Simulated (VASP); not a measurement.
OSZICAR of a VASP run on Ru$_{3}$C (a trial cell in the D03 structure, space group Fm-3m):

OSZICAR:
```
       N       E                     dE             d eps       ncg     rms          rms(c)
DAV:   1     0.494949278023E+03    0.49495E+03   -0.28266E+04  1566   0.180E+03
DAV:   2    -0.116029691938E+02   -0.50655E+03   -0.49756E+03  1634   0.524E+02
DAV:   3    -0.317159965878E+02   -0.20113E+02   -0.18941E+02  2129   0.904E+01
DAV:   4    -0.323440533445E+02   -0.62806E+00   -0.61513E+00  1955   0.134E+01
DAV:   5    -0.323640480157E+02   -0.19995E-01   -0.19856E-01  2070   0.219E+00    0.143E+01
DAV:   6    -0.322499707230E+02    0.11408E+00   -0.39189E+01  2217   0.381E+01    0.144E+01
DAV:   7    -0.312444947031E+02    0.10055E+01   -0.26108E+01  2110   0.274E+01    0.108E+01
DAV:   8    -0.299508465000E+02    0.12936E+01   -0.55841E+00  2203   0.146E+01    0.273E+00
DAV:   9    -0.299078345667E+02    0.43012E-01   -0.50099E-01  1976   0.477E+00    0.110E+00
DAV:  10    -0.299022224549E+02    0.56121E-02   -0.46317E-02  2144   0.170E+00    0.583E-01
DAV:  11    -0.299015725341E+02    0.64992E-03   -0.53462E-03  2140   0.639E-01    0.809E-02
DAV:  12    -0.299014935267E+02    0.79007E-04   -0.39706E-04  2212   0.155E-01    0.222E-02
DAV:  13    -0.299014923535E+02    0.11732E-05   -0.13199E-05  1919   0.285E-02    0.105E-02
DAV:  14    -0.299014921939E+02    0.15956E-06   -0.38352E-06  1589   0.158E-02
   1 F= -.29901492E+02 E0= -.29898316E+02  d E =-.635222E-02
```

### Question
Which electronic solver shows in the log?

### Answer
It is blocked Davidson (ALGO = Normal, or the opening steps of other solvers). The INCAR had ALGO = Normal.

### Question
Can the final energy be trusted as converged?

### Answer
The run converged. It stopped with EDIFF = 1E-6, NELM = 100 (PBE GGA, plane waves, VASP's PBE PAW potentials (set 64)).

The structure was generated: Ru3C was put into the D03 type (Fm-3m), which need not be its known phase. The cell was not relaxed at this level. The run is one of a series of settings (KPOINTS 8×8×8 Γ-centred mesh against the base run), some of them coarse on purpose.
